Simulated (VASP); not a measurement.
An input for Quantum ESPRESSO's pw.x (written as the equivalent of a VASP run, and not itself run):

```
&CONTROL
  calculation = 'vc-relax'
  pseudo_dir = './pseudo'
  outdir = './out'
  tprnfor = .true.
  tstress = .true.
  nstep = 40
  forc_conv_thr = 0.00078
/
&SYSTEM
  ibrav = 0
  nat = 2
  ntyp = 2
  ecutwfc = 96
  occupations = 'smearing'
  smearing = 'methfessel-paxton'
  degauss = 0.00735
  input_dft = 'pbesol'
/
&ELECTRONS
  conv_thr = 7.3e-08
  electron_maxstep = 100
/
&IONS
/
&CELL
  press = 300
/
ATOMIC_SPECIES
  Ti 47.867 Ti.upf
  Co 58.933 Co.upf
CELL_PARAMETERS angstrom
     2.8473436    0.0000000    0.0000000
     0.0000000    2.8473436    0.0000000
     0.0000000    0.0000000    2.8473436
ATOMIC_POSITIONS crystal
  Ti   0.0000000  0.0000000  0.0000000
  Co   0.5000000  0.5000000  0.5000000
K_POINTS automatic
  13 13 13 0 0 0
```

Task: Write the VASP files for the same calculation (PBEsol).

Result: Several could match; the one computed here: 
KPOINTS:
```
Automatic mesh
0
Gamma
13 13 13
0 0 0
```

### POSCAR
```
TiCo
1
    2.8473435527     0.0000000000     0.0000000000
    0.0000000000     2.8473435527     0.0000000000
    0.0000000000     0.0000000000     2.8473435527
Ti Co
1 1
Direct
  0.0000000000   0.0000000000   0.0000000000
  0.5000000000   0.5000000000   0.5000000000
```

INCAR:
```
! general
SYSTEM =TiCo
PREC   =Accurate
ENCUT  =500
LREAL  =.False.
LASPH  =.True.   ! aspherical one-centre terms

! electronic loop
EDIFF  =1E-6
NELM   =100
ALGO   =Normal   ! blocked Davidson
LMAXMIX=4

! smearing
ISMEAR =1
SIGMA  =0.1   ! width (eV)

! functional
GGA    =PS

! ions
IBRION =2   ! conjugate gradients
NSW    =40
ISIF   =3
EDIFFG =-0.02   ! ionic stop
PSTRESS=300

! output
LWAVE  =.False.
LCHARG =.False.
```

POTCAR, in this order: Ti_sv Co (PBE.64 set). Program: vasp_std.

The two are equivalent in intent, not identical: the potentials are each code's own (VASP's PAW set, PseudoDojo norm-conserving files in pw.x), so ENCUT and ecutwfc are chosen apart and not converted; conv_thr bounds pw.x's estimated SCF error, while EDIFF bounds the energy change between steps; forc_conv_thr acts on force components and is met together with etot_conv_thr.

The compound is TiCo in the CsCl type structure. This run relaxes it under an external pressure of 30 GPa. Symmetry was kept, so distortions that lower it aren't found.
